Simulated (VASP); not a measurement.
Write the native input for VASP 6.6.1 that does the following.

| Quantity | Value |
| --- | --- |
| Task | single point |
| Functional | PBEsol |
| Potentials or basis | VASP PAW PBE potentials, release 64 (Ru_pv, F) |
| Cutoff | 520 eV |
| k mesh | 7 × 7 × 7 |
| Occupations | gaussian, width 0.05 eV |
| Spin | collinear spin, ferromagnetic start |
| Starting moments | [1.0, 0.0, 0.0] μB |
| Fixed moment | 0 μB |
| Hubbard terms | Ru d U = 8 eV |
| Further INCAR settings | ALGO = Normal; EDIFF = 1e-06 |

The structure of RuF2 lies in POSCAR:

```
RuF2
1.0
    1.4766179400      0.8525257600      4.4643721500
   -1.4766179400      0.8525257600      4.4643721500
    0.0000000000     -1.7050515300      4.4643721500
Ru F
1 2
Direct
    0.0000000000      0.0000000000      0.0000000000
    0.2520000000      0.2520000000      0.2520000000
    0.7480000000      0.7480000000      0.7480000000
```

The cell was built by a generator and needn't be a form met in nature.

One way to write it, as run:

INCAR

```
SYSTEM = RuF2
ALGO = Normal ; EDIFF = 1E-6
ENCUT = 520 ; GGA = PS
ISIF = 2 ; ISMEAR = 0
ISPIN = 2 ; LASPH = .TRUE.
LCHARG = .FALSE. ; LDAU = .TRUE.
LDAUJ = 0 0 ; LDAUL = 2 -1
LDAUPRINT = 1 ; LDAUTYPE = 2
LDAUU = 8 0 ; LMAXMIX = 4
LORBIT = 11 ; LREAL = .FALSE.
LWAVE = .FALSE. ; MAGMOM = 1 0 0
NELM = 80 ; NUPDOWN = 0
PREC = Accurate ; SIGMA = 0.05
```

KPOINTS

```
k-points
0
G
  7 7 7
  0 0 0
```

Potentials or basis: VASP PAW PBE potentials, release 64 (Ru_pv, F).

Command:

```sh
$ cat potpaw_PBE.64/Ru_pv/POTCAR potpaw_PBE.64/F/POTCAR > POTCAR
$ mpirun -np 1 vasp_std > vasp.out
```

Results of the run:

- Pressure: 32.9 GPa
- Largest force: 1.858 eV/Å
- Net moment: 0.00 μB per cell
- Valence electrons inside the program's atomic spheres: Ru 12.64; F 6.13

Caveat: a pressure of tens of GPa on the cell as given is suspect, and the run, the potentials or the cell itself is likely at fault; the PAW data sets were made with another functional, which shifts forces and pressure a little; the total moment is fixed, so each spin has its own Fermi level.

Wall time 85 s on 1 thread of AMD EPYC 9R45 96-Core Processor (Zen 5), with other jobs on the host, peak memory 0.23 GiB.
